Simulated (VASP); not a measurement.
Cost and result of VASP (PAW) for the band gap of AlAs (zinc blende). Gaps are without spin-orbit coupling. Each level names its cell: its own relaxed one, PBE's, or the starting one. A gap is the smallest over the k-mesh and a band path; hybrids may have named points in place of the path, and GW has the mesh alone. The cost counts the self-consistent run with its band path or extra points (for GW, with the PBE run and the diagonalisation ahead of it), each on the mesh and cut-off of its row, so the ratios hold those differences too. With PBE it took about 20 core-seconds. The timings are rough (shared machines, no repeats); factors under 2 mean little.

Measured: 2.28 eV (as given by Wei Chen et al., Physical Review Materials (2018), doi:10.1103/physrevmaterials.2.073803; zero-point renormalisation of 0.04 eV added back (the table's ZPR column)).

```tsv
level	k-mesh	cut-off (eV)	band gap (eV)	error (eV)	cost over PBE
PBE-D3 (zero damping) (own cell)	9×9×9	520	1.47	-0.81	within a factor of 2
revPBE (own cell)	9×9×9	520	1.58	-0.70	within a factor of 2
LDA (own cell)	9×9×9	520	1.32	-0.96	within a factor of 2
PBE (own cell)	9×9×9	520	1.50	-0.78	reference
optB86b-vdW (own cell)	9×9×9	520	1.48	-0.80	within a factor of 2
vdW-DF2 (own cell)	9×9×9	520	1.25	-1.03	about 2 times
PBE0 (PBE cell)	6×6×6	520	2.80	+0.52	about 10 times
HSE06 (PBE cell)	6×6×6	520	2.16	-0.12	about 10 times
```

Within 0.3 eV of the measurement lie HSE06; HSE06 stands at the low end of their costs, about 10 times against PBE.

Left out are levels that failed, ran on another kind of processor or have no fit band path; at most nine are shown.

The compound is AlAs in the zinc blende structure.
